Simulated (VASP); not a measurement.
Energy against volume of Dy (hcp). Calculation: optB88-vdW, VASP's PBE PAW potentials (set 64) (plane waves; VASP). Run with 520 eV cut-off, 12×12×7 Γ-centred mesh, first-order Methfessel-Paxton smearing of 0.10 eV, potentials Dy_3.

The 4f electrons are frozen in the core of the lanthanide potential, so 4f levels, which can set the real gap, and their magnetism are missing.

Shape and ions are relaxed at each volume.

| V (Å³/atom) | E (eV/atom) |
|---|---|
| 28.975 | -1.84979 |
| 29.900 | -1.86113 |
| 30.824 | -1.86436 |
| 31.749 | -1.86006 |

Problem. Fit these four points and predict the energy of the run at 32.674 Å³/atom.

Solution. A cubic in V^(−2/3), the third-order Birch-Murnaghan form, passes through the four points with V0 = 30.75 Å³/atom and B0 = 44 GPa, and gives -1.8488 eV/atom there. The run gave -1.8492 eV/atom, -0.4 meV/atom from the fit; all five points give B0 = 43 GPa.

The compound is Dy in the hcp structure. It was relaxed first.
